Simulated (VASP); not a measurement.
Data:

```
Li
1.0
   -1.68022     1.68022     1.68022
    1.68022    -1.68022     1.68022
    1.68022     1.68022    -1.68022
Li
1
Direct
  0.00000   0.00000   0.00000
```

The numbers are results of PBE GGA with D3 dispersion (zero damping), VASP's PBE PAW potentials (set 64) (plane waves; VASP), not measurements. Settings: 520 eV cut-off, Gaussian smearing of 0.050 eV, potentials Li_sv.

**Question.** Give the energies of bands 2 to 4 at the high-symmetry points, in eV from the Fermi level.

**Answer.** 
```json
[
 {"band": "2", "Γ": "-3.68", "H": "5.73", "N": "0.20", "P": "3.48"},
 {"band": "3", "Γ": "15.28", "H": "5.73", "N": "3.45", "P": "3.48"},
 {"band": "4", "Γ": "15.28", "H": "5.73", "N": "10.82", "P": "3.48"}
]
```

It has no gap at this level: it comes out as a metal or semimetal.

The compound is Li in the bcc structure. It was relaxed first, which changed the volume by -11 %.
